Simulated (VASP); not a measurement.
Calculation: PBEsol GGA, VASP's PBE PAW potentials (set 64) (plane waves; VASP).

Input for VASP

File POSCAR:
```
Hf3NbN4
1
    4.4634196849     0.0000000000     0.0000000000
    0.0000000000     4.4634196849     0.0000000000
   -0.0000000000     0.0000000000     4.4634196849
Nb N Hf
1 4 3
Direct
  0.0000000000   0.0000000000   0.0000000000
  0.5000000000   0.5000000000   0.5000000000
  0.0000000000   0.0000000000   0.5000000000
  0.0000000000   0.5000000000   0.0000000000
  0.5000000000   0.0000000000   0.0000000000
  0.5000000000   0.5000000000   0.0000000000
  0.5000000000   0.0000000000   0.5000000000
  0.0000000000   0.5000000000   0.5000000000
```

### INCAR
```
ALGO = Normal   # blocked Davidson
NEDOS = 601
SYSTEM = Hf3NbN4
ISMEAR = -5   # tetrahedra, Bloechl
GGA = PS   # PBEsol
LREAL = F   # projection in real space or not
LMAXMIX = 6   # l cut-off of mixed one-centre charges
ENCUT = 520   # plane-wave cut-off (eV)
NELM = 100
ISIF = 2   # forces and stress, cell fixed
LORBIT = 11   # lm-projected
LWAVE = F
LASPH = T
PREC = Accurate
LCHARG = T
EDIFF = 1E-7   # SCF stop (eV)
```

KPOINTS:
```
Automatic mesh
0
Gamma
9 9 9
0 0 0
```

POTCAR, in this order: Nb_sv N Hf_pv (PBE.64 set). Program: vasp_std.

For a metal the tetrahedron method with Blöchl corrections gives inexact stress and forces. Unless said otherwise, spin-orbit coupling is left out, though it shifts the bands of the heavy elements here.

Task: Predict the energy per atom (σ→0), band gap (on the k-mesh).

Result: 
| Item | Value |
|---|---|
| energy per atom (σ→0) | -11.362 eV/atom |
| band gap (on the k-mesh) | none (metal, semimetal or under 0.01 eV) |

OSZICAR:
```
...
DAV:  13    -0.908937946616E+02    0.23857E-04   -0.20749E-04  3708   0.994E-02    0.711E-02
DAV:  14    -0.908938017693E+02   -0.71077E-05   -0.22432E-05  3448   0.281E-02    0.582E-02
DAV:  15    -0.908937905996E+02    0.11170E-04   -0.55126E-06  3732   0.167E-02    0.608E-03
DAV:  16    -0.908937974730E+02   -0.68734E-05   -0.23120E-06  3872   0.108E-02    0.383E-03
DAV:  17    -0.908937971779E+02    0.29509E-06   -0.11814E-07  1875   0.267E-03    0.143E-03
DAV:  18    -0.908937970076E+02    0.17035E-06   -0.48715E-08  1810   0.160E-03    0.660E-04
DAV:  19    -0.908937969788E+02    0.28783E-07   -0.12690E-08  1795   0.106E-03
   1 F= -.90893797E+02 E0= -.90893797E+02  d E =0.000000E+00
```

The structure was generated: Hf3NbN4 was put into an ordered model structure (Pm-3m), which need not be its known phase. It was relaxed first. The electron count is odd and the run is not spin-polarised, which forces a metal.
